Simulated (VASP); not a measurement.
Data:

```
LiCl
1.0
    0.00000     2.58352     2.58352
    2.58352     0.00000     2.58352
    2.58352     2.58352     0.00000
Li Cl
1 1
Direct
  0.00000   0.00000   0.00000
  0.50000   0.50000   0.50000
```

Calculation: TPSS meta-GGA, VASP's PBE PAW potentials (set 64) (plane waves; VASP). Numerical set-up: 520 eV cut-off, 9×9×9 Γ-centred mesh, Gaussian smearing of 0.050 eV, potentials Li_sv Cl.

### Question
Predict the energy per atom (σ→0), pressure, band gap (on the k-mesh) with the smallest direct gap where there is one.

### Answer

The band gap (on the k-mesh) is 6.35 eV and the smallest direct gap (on the k-mesh) is 6.35 eV. The energy per atom (σ→0) is -666.6 kJ/mol-atom and the pressure is -18.7 kbar.

Total energies compare only between runs with the same potentials, cut-off and functional.

The compound is LiCl in the rock salt structure. This cell is one point of a volume scan, at 1.06 of the reference volume.
